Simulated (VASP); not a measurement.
Crystal: Sn.

```
CELL_PARAMETERS angstrom
0.00000 3.23334 3.23334
3.23334 0.00000 3.23334
3.23334 3.23334 0.00000
ATOMIC_POSITIONS crystal
Sn 0.00000 0.00000 0.00000
Sn 0.25000 0.25000 0.25000
```

This isn't the form of Sn at room conditions, which is tetragonal (white tin).

```yaml
Program: VASP 6.6.1
Task: relaxation of cell and atoms
Functional: PBE
Potentials_or_basis: VASP PAW PBE potentials, release 64 (Sn_d)
Cutoff: 600 eV
k_mesh: 10 × 10 × 10
Occupations: gaussian, width 0.03 eV
Spin: no spin polarisation
```

At the start: pressure 3.8 GPa; volume 33.80 Å³/atom.

How do energy, volume and symmetry change on relaxing?

Over 3 steps the energy falls by 32.2 meV/atom and the volume is 36.80 Å³/atom (+8.9 %); space group Fd-3m (No. 227, to 0.05 Å).

Step by step:
```csv
step,energy change (eV),largest force (eV/Å),pressure (GPa),volume (Å³)
1,0.0000,0.0000,3.76,67.61
2,-0.0587,0.0000,-0.90,75.67
3,-0.0645,0.0000,0.00,73.60
```

Final structure:
```
Sn
1.0
     0.00000    3.32616    3.32616
     3.32616    0.00000    3.32616
     3.32616    3.32616    0.00000
Sn
2
Direct
  0.00000 0.00000 0.00000
  0.25000 0.25000 0.25000
```
